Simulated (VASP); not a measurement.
All values below come from PBE GGA, VASP's PBE PAW potentials (set 64) (plane waves; VASP).

The input files of a VASP run:

**POSCAR**
```
CuGaSe2
1
   -2.7637660000     2.7637660000     5.4290030000
    2.7637660000    -2.7637660000     5.4290030000
    2.7637660000     2.7637660000    -5.4290030000
Ga Cu Se
2 2 4
Direct
  0.5000000000   0.5000000000   0.0000000000
  0.2500000000   0.7500000000   0.5000000000
  0.0000000000   0.0000000000   0.0000000000
  0.7500000000   0.2500000000   0.5000000000
  0.8750000000   0.8750000000   0.5000000000
  0.1250000000   0.6250000000   0.0000000000
  0.3750000000   0.3750000000   0.5000000000
  0.6250000000   0.1250000000   0.0000000000
```

File KPOINTS:
```
Automatic mesh
0
Gamma
5 5 5
0.5 0.5 0.5
```

### INCAR
```
SYSTEM = CuGaSe2
PREC = Accurate
ENCUT = 300
EDIFF = 1E-6
NELM = 100
ALGO = Normal
LREAL = .FALSE.
LASPH = .TRUE.
ISMEAR = 0
SIGMA = 0.01
GGA = PE
LMAXMIX = 4
LWAVE = .FALSE.
LCHARG = .FALSE.
ISIF = 2
```

POTCAR, in this order: Ga_d Cu Se (PBE.64 set). Program: vasp_std.

At this cut-off the stress carries a Pulay error, which pulls relaxed volumes low.

### Question
Estimate the energy per atom (σ→0), pressure, largest force.

### Answer

```
Property                       Result
---------------------  --------------
energy per atom (σ→0)  -3.848 eV/atom
pressure                     6.56 GPa
largest force              0.443 eV/Å
```

OSZICAR:
```
...
DAV:  10    -0.307845253625E+02   -0.32889E-02   -0.59872E-02  2264   0.344E+00    0.175E-01
DAV:  11    -0.307854713170E+02   -0.94595E-03   -0.10730E-02  2333   0.136E+00    0.133E-01
DAV:  12    -0.307852125849E+02    0.25873E-03   -0.14689E-03  2248   0.702E-01    0.339E-02
DAV:  13    -0.307852252467E+02   -0.12662E-04   -0.25539E-04  2338   0.119E-01    0.110E-02
DAV:  14    -0.307852330447E+02   -0.77980E-05   -0.34908E-05  2184   0.581E-02    0.969E-03
DAV:  15    -0.307852314756E+02    0.15691E-05   -0.12824E-05  1711   0.647E-02    0.322E-03
DAV:  16    -0.307852320484E+02   -0.57279E-06   -0.34700E-06  1344   0.150E-02
   1 F= -.30785232E+02 E0= -.30785232E+02  d E =-.151499E-24
```

The structure is a typed CuGaSe2 crystal. The cell was not relaxed at this level. The run is one of a series of settings (KPOINTS 5×5×5 Γ-centred mesh shifted by (0.5, 0.5, 0.5) against the base run), some of them coarse on purpose.
